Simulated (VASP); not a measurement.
Here is the system:

```xyz
3
Lattice="1.7213 -2.9814 0.0000 1.7213 2.9814 0.0000 0.0000 0.0000 5.8384" Properties=species:S:1:pos:R:3 pbc="T T T"
Ti     0.0000     0.0000     0.0000
Se     1.7213     0.9938     1.5294
Se     1.7213    -0.9938     4.3090
```

The numbers are results of PBEsol GGA, VASP's PBE PAW potentials (set 64) (plane waves; VASP), not measurements. Numerical set-up: 480 eV cut-off, 10×10×6 Γ-centred mesh, first-order Methfessel-Paxton smearing of 0.10 eV, potentials Ti_sv Se.

Without a dispersion term in the relaxation, distances and binding between the weakly bound layers, chains or molecules are unreliable, and so is what depends on them.

**Question.** Estimate the energy per atom (σ→0), pressure, band gap (on the k-mesh) with the smallest direct gap where there is one.

**Answer.** 
```
Property                                                    Result
------------------------  ----------------------------------------
band gap (on the k-mesh)  none (metal, semimetal or under 0.01 eV)
energy per atom (σ→0)                               -6.482 eV/atom
pressure                                                  3.04 GPa
```

Total energies compare only between runs with the same potentials, cut-off and functional.

The compound is TiSe2 in the 1T layered structure. This cell was strained or had an atom moved on purpose.
